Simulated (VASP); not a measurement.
Here is the system:

```
CELL_PARAMETERS angstrom
     -1.62500     1.62500     2.47500
      1.62500    -1.62500     2.47500
      1.62500     1.62500    -2.47500
ATOMIC_POSITIONS crystal
  In 0.00000 0.00000 0.00000
```

Level of theory: rev-vdW-DF2, VASP's PBE PAW potentials (set 64) (plane waves; VASP 6.6.1). Numerical set-up: 520 eV cut-off, 14×14×14 Γ-centred mesh, first-order Methfessel-Paxton smearing of 0.10 eV, potentials In_d.

Energy and stress use the plane-wave basis of the starting cell.

Q: The ions, cell shape and volume are relaxed. Give the cell that the relaxation ends in.

A: 
```
CELL_PARAMETERS angstrom
     -1.62883     1.62883     2.51943
      1.62883    -1.62883     2.51943
      1.62883     1.62883    -2.51943
ATOMIC_POSITIONS crystal
  In 0.00000 0.00000 0.00000
```
Space group I4/mmm (139), at a tolerance of 0.03 Å.

Q: How do energy and volume change from the first to the last step?

A: The energy (σ→0) changes by -2.0 meV/atom and the volume by +2.3 %, in 11 ionic steps.

```tsv
step	E(σ→0) (eV)	max force (eV/Å)	pressure (GPa)	volume (Å³)
1	0.2207	0.000	0.91	26.14
2	0.2189	0.000	0.04	26.71
3	0.2189	0.000	-0.01	26.76
4	0.2190	0.000	-0.16	26.85
5	0.2189	0.000	-0.06	26.77
6	0.2189	0.000	-0.05	26.76
7	0.2188	0.000	-0.04	26.74
8	0.2188	0.000	0.13	26.70
9	0.2187	0.000	0.07	26.72
10	0.2188	0.000	0.05	26.73
11	0.2188	0.000	0.04	26.74
```

The compound is In in the bct structure. This run relaxes it. Symmetry was kept, so distortions that lower it aren't found.
